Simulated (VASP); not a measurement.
A convergence study with VASP on Ir (space group Fm-3m): one setting is varied, all else stays as given below, so the limit is that of these other settings. Each run relaxes cell and ions from the cell shown. The basis is that of the starting cell, so low cut-offs carry a Pulay error.

```yaml
crystal:
  lattice:
    - [0.00000, 1.91040, 1.91040]
    - [1.91040, 0.00000, 1.91040]
    - [1.91040, 1.91040, 0.00000]
  atoms:
    - { symbol: Ir, position: [0.00000, 0.00000, 0.00000] }
```

Level of theory: PBE GGA, VASP's PBE PAW potentials (set 64) (plane waves; VASP). The tightest run used: 600 eV cut-off, 15×15×15 Γ-centred mesh, Gaussian smearing of 0.10 eV, potentials Ir.

```tsv
setting	relaxed volume (Å³/atom)	E (eV/atom)	plane waves
ENCUT = 180	13.562	-8.7904	81
ENCUT = 210	14.297	-8.8410	113
ENCUT = 255	14.505	-8.8606	138
```

**Question.** These are the cheaper rows. Estimate the results at ENCUT = 600, and how far the last row shown lies from them.

**Answer.** 
```json
[
 {"quantity": "relaxed volume (Å³/atom)", "tightest run": "14.520", "last row shown is off by": "-0.015"},
 {"quantity": "E (eV/atom)", "tightest run": "-8.8552", "last row shown is off by": "-0.0053"}
]
```

Left out are rungs that failed or repeat a setting and relaxations that didn't move; long series are thinned to 24 rows.

The structure is a typed Ir crystal (space group no. 225).
